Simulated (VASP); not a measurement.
Here is the system:

```yaml
crystal:
  lattice:
    - [0.00000, 2.97000, 2.97000]
    - [2.97000, 0.00000, 2.97000]
    - [2.97000, 2.97000, 0.00000]
  atoms:
    - { symbol: Pb, position: [0.00000, 0.00000, 0.00000] }
    - { symbol: F, position: [0.25000, 0.25000, 0.25000] }
    - { symbol: F, position: [0.75000, 0.75000, 0.75000] }
```

Level of theory: PBE GGA, VASP's PBE PAW potentials (set 64) (plane waves; VASP 6.6.1). Settings: PREC = Normal, 500 eV cut-off, 4×4×4 Γ-centred mesh, Gaussian smearing of 0.010 eV, potentials Pb_d_GW F_GW_new.

Unless said otherwise, spin-orbit coupling is left out, though it shifts the bands of the heavy elements here.

**Question.** What does the run give for the energy per atom (σ→0), pressure, band gap (on the k-mesh) with the smallest direct gap where there is one?

**Answer.** 
```yaml
band gap (on the k-mesh): 4.42 eV
smallest direct gap (on the k-mesh): 4.57 eV
energy per atom (σ→0): -4.777 eV/atom
pressure: -1.53 GPa
```

The compound is PbF2 in the fluorite structure, the β form. The cell was not relaxed at this level. The k-mesh is coarse (spacing up to 0.46 per Å, 2π included), so the numbers may not be converged in it.
